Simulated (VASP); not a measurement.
Computed with PW91 GGA, VASP's PBE PAW potentials (set 64) (plane waves; VASP 6.6.1).

VASP input:

### KPOINTS
```
Automatic mesh
0
Gamma
4 4 4
0 0 0
```

POSCAR:
```
CsPbCl3
1
    5.6739519729     0.0000000000     0.0000000000
    0.0000000000     5.6739519729     0.0000000000
    0.0000000000     0.0000000000     5.6739519729
Cs Pb Cl
1 1 3
Direct
  0.0000000000   0.0000000000   0.0000000000
  0.5000000000   0.5000000000   0.5000000000
  0.5000000000   0.0000000000   0.5000000000
  0.0000000000   0.5000000000   0.5000000000
  0.5000000000   0.5000000000   0.0000000000
```

**INCAR**
```
NELM = 100   # most electronic steps
PREC = Accurate
SIGMA = 0.05   # width (eV)
ISIF = 2
EDIFF = 1E-7
LWAVE = F
LASPH = T   # aspherical one-centre terms
LCHARG = F
ENCUT = 520   # plane-wave cut-off (eV)
LMAXMIX = 4   # l cut-off of mixed one-centre charges
SYSTEM = CsPbCl3
LREAL = F
ISMEAR = 0
ALGO = Normal
GGA = 91
```

POTCAR, in this order: Cs_sv Pb_d Cl (PBE.64 set). Program: vasp_std.

Output of the run:

### OUTCAR
```
 ion  position               nearest neighbor table
   1  0.000  0.000  0.000-
   2  0.500  0.500  0.500-   3 2.84   4 2.84   5 2.84   5 2.84   3 2.84   4 2.84
   3  0.500  0.000  0.500-   2 2.84   2 2.84
   4  0.000  0.500  0.500-   2 2.84   2 2.84
   5  0.500  0.500  0.000-   2 2.84   2 2.84
  LATTYP: Found a simple cubic cell.
 ALAT       =     5.6739519729
 Subroutine PRICEL returns:
 Original cell was already a primitive cell.
 Subroutine GETGRP returns: Found 48 space group operations
The static configuration has the point symmetry O_h .
The dynamic configuration has the point symmetry O_h .
 Subroutine INISYM returns: Found 48 space group operations
 Subroutine IBZKPT returns following result:
 Found     10 irreducible k-points:

 Following reciprocal coordinates:
            Coordinates               Weight
  0.000000  0.000000  0.000000      1.000000
  0.250000  0.000000  0.000000      6.000000
  0.500000  0.000000  0.000000      3.000000
  0.250000  0.250000  0.000000     12.000000
  0.500000  0.250000  0.000000     12.000000
  0.500000  0.500000  0.000000      3.000000
...
```

**OSZICAR**
```
       N       E                     dE             d eps       ncg     rms          rms(c)
DAV:   1     0.420263226977E+03    0.42026E+03   -0.19251E+04   520   0.153E+03
DAV:   2     0.298090882421E+02   -0.39045E+03   -0.38312E+03   650   0.351E+02
DAV:   3    -0.166526829263E+02   -0.46462E+02   -0.45987E+02   630   0.130E+02
DAV:   4    -0.186000581940E+02   -0.19474E+01   -0.19429E+01   720   0.345E+01
DAV:   5    -0.186394533073E+02   -0.39395E-01   -0.39359E-01   678   0.375E+00    0.504E+00
DAV:   6    -0.176990755022E+02    0.94038E+00   -0.20352E+00   742   0.156E+01    0.326E+00
DAV:   7    -0.176542294351E+02    0.44846E-01   -0.71379E-01   790   0.554E+00    0.182E+00
DAV:   8    -0.176699542124E+02   -0.15725E-01   -0.93996E-02   760   0.262E+00    0.294E-01
DAV:   9    -0.176681258776E+02    0.18283E-02   -0.25091E-02   768   0.132E+00    0.134E-01
DAV:  10    -0.176687930695E+02   -0.66719E-03   -0.25264E-03   648   0.363E-01    0.422E-02
DAV:  11    -0.176688925260E+02   -0.99456E-04   -0.21895E-04   736   0.111E-01    0.154E-02
DAV:  12    -0.176688983693E+02   -0.58433E-05   -0.31413E-05   650   0.616E-02    0.114E-02
DAV:  13    -0.176688967950E+02    0.15742E-05   -0.68447E-06   780   0.143E-02    0.215E-03
DAV:  14    -0.176688968538E+02   -0.58737E-07   -0.94845E-07   602   0.102E-02
   1 F= -.17668897E+02 E0= -.17668897E+02  d E =-.209375E-10
```

File OUTCAR:
```
------------------------ aborting loop because EDIFF is reached ----------------------------------------
  FORCE on cell =-STRESS in cart. coord.  units (eV):
  Direction    XX          YY          ZZ          XY          YZ          ZX
  --------------------------------------------------------------------------------------
  Total        0.8478765      0.8478765      0.8478765      0.0000000      0.0000000     -0.0000000
  in kB        7.4368019      7.4368019      7.4368019      0.0000000      0.0000000     -0.0000000
  external PRESSURE =       7.4368019 kB  Pullay stress =       0.0000000 kB
  volume of cell :      182.67
      direct lattice vectors                 reciprocal lattice vectors
     5.673951973  0.000000000  0.000000000     0.176244001  0.000000000  0.000000000
     0.000000000  5.673951973  0.000000000     0.000000000  0.176244001  0.000000000
     0.000000000  0.000000000  5.673951973     0.000000000  0.000000000  0.176244001
 POSITION                                       TOTAL-FORCE (eV/Angst)
 -----------------------------------------------------------------------------------
      0.00000      0.00000      0.00000         0.000000      0.000000      0.000000
      2.83698      2.83698      2.83698         0.000000      0.000000      0.000000
      2.83698      0.00000      2.83698         0.000000      0.000000      0.000000
      0.00000      2.83698      2.83698         0.000000      0.000000      0.000000
      2.83698      2.83698      0.00000         0.000000      0.000000      0.000000
 -----------------------------------------------------------------------------------
    total drift:                                0.000000     -0.000000     -0.000000
  FREE ENERGIE OF THE ION-ELECTRON SYSTEM (eV)
  ---------------------------------------------------
  free  energy   TOTEN  =       -17.6688968538 eV

  energy  without entropy=      -17.6688968538  energy(sigma->0) =      -17.66889685
```
(Selected blocks of OUTCAR.)

**OUTCAR**
```
 val. band max:        1.3147570268   @ k =   0.5000   0.5000   0.5000

 cond. band min:       3.3746447435   @ k =   0.5000   0.5000   0.5000


 Fermi energy:         1.5200768821

 k-point     1 :       0.0000    0.0000    0.0000
  band No.  band energies     occupation
      1     -19.8248      2.00000
      2     -15.3266      2.00000
      3     -15.3266      2.00000
      4     -15.1289      2.00000
      5     -15.1289      2.00000
      6     -15.1289      2.00000
      7     -13.4995      2.00000
      8     -12.7281      2.00000
      9     -12.7281      2.00000
     10      -6.6667      2.00000
     11      -6.6667      2.00000
     12      -6.6667      2.00000
     13      -5.2166      2.00000
     14      -3.0235      2.00000
     15      -3.0235      2.00000
     16      -3.0235      2.00000
     17      -1.0605      2.00000
     18      -1.0605      2.00000
     19      -1.0605      2.00000
     20      -0.9697      2.00000
     21      -0.9697      2.00000
     22      -0.9697      2.00000
     23       4.8602      0.00000
     24       5.8665      0.00000
     25       5.8665      0.00000
     26       6.7385      0.00000

 k-point     2 :       0.2500    0.0000    0.0000
  band No.  band energies     occupation
      1     -19.8239      2.00000
      2     -15.3265      2.00000
      3     -15.2842      2.00000
      4     -15.1295      2.00000
      5     -15.1295      2.00000
      6     -15.1289      2.00000
      7     -13.4295      2.00000
      8     -12.8720      2.00000
      9     -12.7272      2.00000
     10      -6.6616      2.00000
     11      -6.6580      2.00000
     12      -6.6580      2.00000
     13      -5.7448      2.00000
     14      -2.9869      2.00000
     15      -2.9869      2.00000
     16      -2.0575      2.00000
     17      -1.1134      2.00000
     18      -1.1079      2.00000
     19      -1.1079      2.00000
     20      -1.0187      2.00000
     21      -1.0187      2.00000
     22      -0.8972      2.00000
...
```

Unless said otherwise, spin-orbit coupling is left out, though it shifts the bands of the heavy elements here.

The compound is CsPbCl3 in the cubic perovskite structure, the ideal cubic form; the compound distorts at low or room temperature. This cell is one point of a volume scan, at 0.97 of the reference volume.
